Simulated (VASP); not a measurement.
Runs of VASP 6.6.1 on K2B2P. The structure is trigonal, space group P-3m1 (No. 164). Conventional cell: a = 5.364 Å, b = 5.364 Å, c = 5.084 Å, α = 90.00°, β = 90.00°, γ = 120.00°. K (site symmetry 3m) has 3 B at 3.12 Å and 3 P at 3.41 Å as nearest neighbours. Around B (site symmetry 3m) lie 1 B at 1.53 Å. Around P (site symmetry -3m) lie 2 B at 1.78 Å. The cell was built by a generator and needn't be a form met in nature.

```csv
task,level,potentials or basis,cell,cutoff (eV),smearing,gap on the mesh (eV),pressure (GPa),relaxed volume (Å³/atom),largest force (eV/Å)
single point,PBE,"VASP PAW PBE potentials, release 64 (K_sv, B, P)",as given,520,fermi-dirac 0.05 eV,none,-0.1,-,0.02
relaxation of cell and atoms,PBE,"VASP PAW PBE potentials, release 64 (K_sv, B, P)",relaxed,600,gaussian 0.05 eV,none,0.0,25.32,-
relaxation of cell and atoms,PBEsol,"VASP PAW PBE potentials, release 64 (K_sv, B, P)",relaxed,600,gaussian 0.05 eV,none,0.0,(a),-
density of states,LDA,"VASP PAW LDA potentials, release 54 (K_pv, B, P)","atoms moved at random, drawn with an rms of 0.05 Å",500,fermi-dirac 0.05 eV,none,-2.2,-,1.01
```

Alike in all rows: no spin polarisation; k mesh 6 × 6 × 5.

Problem. Fill in the values left out.

Solution. (a) 24.47.

Caveats: the PAW data sets were made with another functional, which shifts forces and pressure a little (some runs).

A gap of «none» marks a metal or a gap under the smearing width.

The runs don't all hold the same shells in valence.
